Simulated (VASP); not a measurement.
An input for Ansatz (written as the equivalent of a VASP run, and not itself run):

Ansatz 0.2 input:
```yaml
crystal:
  lattice:
    - [3.9224267, 0.0000000, 0.0000000]
    - [0.0000000, 3.9224267, 0.0000000]
    - [0.0000000, 0.0000000, 3.9224267]
  atoms:
    - { symbol: Ba, position: [0.0000000, 0.0000000, 0.0000000] }
    - { symbol: Zr, position: [0.5000000, 0.5000000, 0.5000000] }
    - { symbol: O, position: [0.5000000, 0.0000000, 0.5000000] }
    - { symbol: O, position: [0.0000000, 0.5000000, 0.5000000] }
    - { symbol: O, position: [0.5000000, 0.5000000, 0.0000000] }
kpoints:
  mp_grid: { grid: [6, 6, 6] }
hamiltonian:
  xc: lda
  pseudopotentials: { kind: paw }
scf:
  occupations: { method: gaussian, width: 0.05 }
  max_iter: 100
relax:
  max_steps: 40
  f_tol: 0.02
  cell: { p_target: 45 }
output: { forces: true, stress: true, eigenvalues: true }
```

Translate this input to VASP (INCAR, KPOINTS, POSCAR, choice of POTCAR).

One answer among several that fit: 
### INCAR
```
SYSTEM  =  BaZrO3
LCHARG  =  F
LREAL  =  F   # projection in real space or not
LWAVE  =  F
NELM  =  100   # most electronic steps
LASPH  =  T
PSTRESS  =  450   # kbar
ALGO  =  Normal
ENCUT  =  620
EDIFF  =  1E-6   # SCF stop (eV)
NSW  =  40
EDIFFG  =  -0.02
ISIF  =  3
SIGMA  =  0.05
PREC  =  Accurate
ISMEAR  =  0
LMAXMIX  =  4   # l cut-off of mixed one-centre charges
IBRION  =  2   # conjugate gradients
```

### KPOINTS
```
kpoints
0
gamma
  6 6 6
0 0 0
```

POSCAR:
```
BaZrO3
1.0
  3.9224266962   0.0000000000   0.0000000000
  0.0000000000   3.9224266962   0.0000000000
  0.0000000000   0.0000000000   3.9224266962
Ba Zr O
1 1 3
Cartesian
  0.0000000000   0.0000000000   0.0000000000
  1.9612133481   1.9612133481   1.9612133481
  1.9612133481   0.0000000000   1.9612133481
  0.0000000000   1.9612133481   1.9612133481
  1.9612133481   1.9612133481   0.0000000000
```

POTCAR, in this order: Ba_sv Zr_sv O (LDA.64 set). Program: vasp_std.

The two are equivalent in intent, not identical: each code has its own PAW files, so the cut-off isn't converted (ENCUT is set for VASP's; basis.ecutwfc is left out, and Ansatz then takes the one that its files recommend); Ansatz stops its SCF on the density residual and VASP on the energy change (EDIFF); Ansatz's lda is the Perdew-Wang form, while the LDA potentials of VASP carry Perdew-Zunger's.

The compound is BaZrO3 in the cubic perovskite structure. It was relaxed first under an external pressure of 45 GPa.
